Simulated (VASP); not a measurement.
VASP runs on ZrSe$_{2}$ share one base input (PBE GGA, plane waves, VASP's PBE PAW potentials (set 64)) and change the settings named in each case.

KPOINTS:
```
Automatic mesh
0
Gamma
8 8 1
0 0 0
```

### POSCAR
```
ZrSe2
1
    3.8663620000     0.0000000000     0.0000000000
   -1.9331810000     3.3483680000     0.0000000000
    0.0000000000     0.0000000000    17.0998700000
Zr Se
1 2
Direct
  0.0000000000   0.0000000000   0.5000000000
  0.3333330000   0.6666670000   0.5906400000
  0.6666670000   0.3333330000   0.4093600000
```

**INCAR**
```
SYSTEM=ZrSe2
ALGO=Normal   ! blocked Davidson
ISIF=2
LCHARG=.False.
LMAXMIX=4   ! l cut-off of mixed one-centre charges
ISMEAR=-1   ! Fermi-Dirac
LREAL=.False.
NELM=100   ! most electronic steps
GGA=PE   ! PBE
ENCUT=300   ! plane-wave cut-off (eV)
SIGMA=0.1
LWAVE=.False.
EDIFF=1E-6   ! SCF stop (eV)
LASPH=.True.   ! aspherical one-centre terms
PREC=Accurate
```

POTCAR, in this order: Zr_sv Se (PBE.64 set). Program: vasp_std.

```tsv
change	E(σ→0) (eV/atom)	−TS (eV)
base run	-6.5234	-0.0033
KPOINTS 6×6×1 Γ-centred mesh	-6.5193	-0.0048
KPOINTS 6×6×1 Γ-centred mesh shifted by (0.5, 0.5, 0)	-6.5261	(withheld)
KPOINTS 7×7×1 Γ-centred mesh	-6.5222	-0.0039
KPOINTS 7×7×1 Γ-centred mesh shifted by (0.5, 0.5, 0)	-6.5253	-0.0017
KPOINTS 8×8×1 Γ-centred mesh shifted by (0.5, 0.5, 0)	-6.5249	-0.0018
KPOINTS 9×9×1 Γ-centred mesh	-6.5240	(withheld)
KPOINTS 9×9×1 Γ-centred mesh shifted by (0.5, 0.5, 0)	-6.5247	-0.0019
KPOINTS 8×8×1 Γ-centred mesh shifted by (0.5, 0, 0)	-6.5249	-0.0018
```

Question: Complete the blanks.

Answer: 
- KPOINTS 6×6×1 Γ-centred mesh shifted by (0.5, 0.5, 0), −TS (eV): -0.0015
- KPOINTS 9×9×1 Γ-centred mesh, −TS (eV): -0.0029

Energies of different potentials or functionals have different zeros.  The cell holds a wide vacuum, so values per volume refer to the whole cell.

Left out are runs that ran out of time, are held back, or changed the cell or the kind of run, fixed moments of cells without a moment, rows past the twelfth, gaps on odd meshes, pressures of charged cells and columns that move by less than the noise.

The cell is a sheet or thin cut with vacuum, built from a generated structure.
